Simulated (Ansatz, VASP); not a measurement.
One calculation of Ca3AsP, two programs

Contents of INCAR:

```
PREC     = Accurate       # precision mode
ENCUT    = 600            # plane-wave cutoff, eV
EDIFF    = 1E-7           # SCF threshold, eV
ISMEAR   = -1             # smearing method
SIGMA    = 0.05           # smearing width, eV
LREAL    = F              # projectors in reciprocal space
LASPH    = T              # aspherical terms in the spheres
NELM     = 60             # most SCF steps
ALGO     = Normal         # electronic algorithm
ISIF     = 3              # what is computed and relaxed
LWAVE    = F              # write WAVECAR
LCHARG   = F              # write CHGCAR
GGA      = PE             # functional
IBRION   = 2              # ionic algorithm
NSW      = 60             # ionic steps
EDIFFG   = -0.01          # ionic threshold
```

Contents of KPOINTS:

```
regular mesh
0
Gamma
  5 5 5
```

POSCAR

```
Ca3AsP
1.0
    5.3338990000      0.0000000000      0.0000000000
    0.0000000000      5.3338990000      0.0000000000
    0.0000000000      0.0000000000      5.3338990000
As Ca P
1 3 1
Direct
    0.0000000000      0.0000000000      0.0000000000
    0.5000000000      0.5000000000      0.0000000000
    0.5000000000      0.0000000000      0.5000000000
    0.0000000000      0.5000000000      0.5000000000
    0.5000000000      0.5000000000      0.5000000000
```

input.yaml

```yaml
crystal:
  lattice:
    - [5.333899, 0.0, 0.0]
    - [0.0, 5.333899, 0.0]
    - [0.0, 0.0, 5.333899]
  atoms:
    - { symbol: As, position: [0.0, 0.0, 0.0] }
    - { symbol: Ca, position: [0.5, 0.5, 0.0] }
    - { symbol: Ca, position: [0.5, 0.0, 0.5] }
    - { symbol: Ca, position: [0.0, 0.5, 0.5] }
    - { symbol: P, position: [0.5, 0.5, 0.5] }
hamiltonian:
  xc: pbe
  pseudopotentials: { kind: paw }
kpoints:
  mp_grid: { grid: [5, 5, 5] }
scf:
  occupations: { method: fermi_dirac, width: 0.05 }
output:
  forces: true
  stress: true
  eigenvalues: true
relax:
  f_tol: 0.01
  max_steps: 40
  cell: { stress_tol: 0.05 }
```

The cell comes from a database or a generator and needn't be the stable form of this composition.

Alike in both runs: task relaxation of cell and atoms; functional PBE; k mesh 5 × 5 × 5; occupations fermi-dirac, width 0.05 eV; no spin polarisation.

```csv
,VASP,Ansatz
version,VASP 6.6.1,Ansatz 0.2.0
potentials or method,"VASP PAW PBE potentials, release 64 (As, Ca_sv, P)",Ansatz PAW
plane-wave cutoff (eV),600,420
valence electrons in the cell,40,50
```

|  | VASP | Ansatz | Ansatz less VASP |
| --- | --- | --- | --- |
| gap on the k mesh at the Fermi level, each at its own relaxed structure (eV) | 0.18 | 0.19 | +0.010 |
| relaxed volume (Å³/atom) | 30.35 | 30.28 | -0.068 |
| relaxed cell length with the largest relative difference (Å) | 5.334 | 5.330 | -0.0040 |

The two sets of potentials don't hold the same shells in valence.

Caveats: the relaxation stopped at its first step, so nothing moved (VASP); odd divisions of the mesh miss points on the zone boundary, where band edges often lie, so the gap on the mesh can be too wide (Ansatz); the plane-wave basis is chosen anew once the cell has moved, so the energies of steps on either side of that aren't comparable (Ansatz).
